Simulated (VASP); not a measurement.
Here is the system:

```
AgCl
1.0
    0.00000     2.70387     2.70387
    2.70387     0.00000     2.70387
    2.70387     2.70387     0.00000
Ag Cl
1 1
Direct
  0.00000   0.00000   0.00000
  0.50000   0.50000   0.50000
```

Calculation: LDA (Ceperley-Alder, Perdew-Zunger), VASP's LDA PAW potentials (set 64) (plane waves; VASP). Settings: 520 eV cut-off, 9×9×9 Γ-centred mesh, Gaussian smearing of 0.050 eV, potentials Ag Cl.

Problem. Give the stress tensor in GPa (positive for a compressed cell).

Solution. 
```
-1.91   0.00   0.00
 0.00  -1.91   0.00
 0.00   0.00  -1.91
```
The pressure is its mean diagonal, -1.91 GPa.

The compound is AgCl in the rock salt structure. This cell is one point of a volume scan, at 1.03 of the reference volume.
